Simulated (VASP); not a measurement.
Here is the system:

```xyz
2
Lattice="0.0000 2.7253 2.7253 2.7253 0.0000 2.7253 2.7253 2.7253 0.0000" Properties=species:S:1:pos:R:3 pbc="T T T"
S      0.0000     0.0000     0.0000
Cd     2.7253     2.7253     2.7253
```

Computed with r2SCAN meta-GGA, VASP's PBE PAW potentials (set 64) (plane waves; VASP 6.6.1). Run with 400 eV cut-off, 8×8×8 Γ-centred mesh, Gaussian smearing of 0.050 eV, potentials S Cd.

**Question.** Predict the energy per atom (σ→0), band gap (on the k-mesh) with the smallest direct gap where there is one.

**Answer.** 
```yaml
band gap (on the k-mesh): 0.73 eV
smallest direct gap (on the k-mesh): 2.36 eV
energy per atom (σ→0): -14.761 eV/atom
```

Only differences to runs with the same potentials and settings are physical.

The structure was generated: CdS was put into the rocksalt type (Fm-3m), which need not be its known phase. It was relaxed first, which changed the volume by +11 %. The start is the result of an earlier pass.
